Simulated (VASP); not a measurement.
Here is a VASP 6.6.1 calculation.

Contents of INCAR:

```
ALGO     = Fast           # electronic algorithm
EDIFF    = 1E-6           # SCF threshold, eV
ENCUT    = 600            # plane-wave cutoff, eV
GGA      = PS             # functional
ISIF     = 2              # what is computed and relaxed
ISMEAR   = 1              # smearing method
KPAR     = 4            
LASPH    = True           # aspherical terms in the spheres
LCHARG   = False          # write CHGCAR
LREAL    = False          # projectors in reciprocal space
LWAVE    = False          # write WAVECAR
NBANDS   = 21             # bands
NELM     = 120            # most SCF steps
PREC     = Accurate       # precision mode
SIGMA    = 0.1            # smearing width, eV
```

The input KPOINTS:

```
k-points
0
Gamma
  18 18 10
```

POSCAR

```
Ru                                      
1.0
    2.7189980579     -0.0000000000      0.0000000000
   -1.3594990290      2.3547213910     -0.0000000000
   -0.0000000000      0.0000000000      4.2967676148
  Ru            
     2
Direct
     0.3333333332999970    0.6666666667000030    0.2500000000000000
     0.6666666667000030    0.3333333332999970    0.7500000000000000
```

Potentials or basis: VASP PAW PBE potentials, release 64 (Ru_pv).

The run is started by

```sh
$ cat potpaw_PBE.64/Ru_pv/POTCAR > POTCAR
$ mpirun -np 4 vasp_std > vasp.out
```

Q: Estimate the band gap on the k mesh.

A: None (metal or under the smearing width).

Q: Estimate the pressure.

A: -10.5 GPa.

Stress tensor (GPa, compression positive):
```
-10.42   0.00   0.00
  0.00 -10.42   0.00
  0.00   0.00 -10.69
```

Caveat: the PAW data sets were made with another functional, which shifts forces and pressure a little.
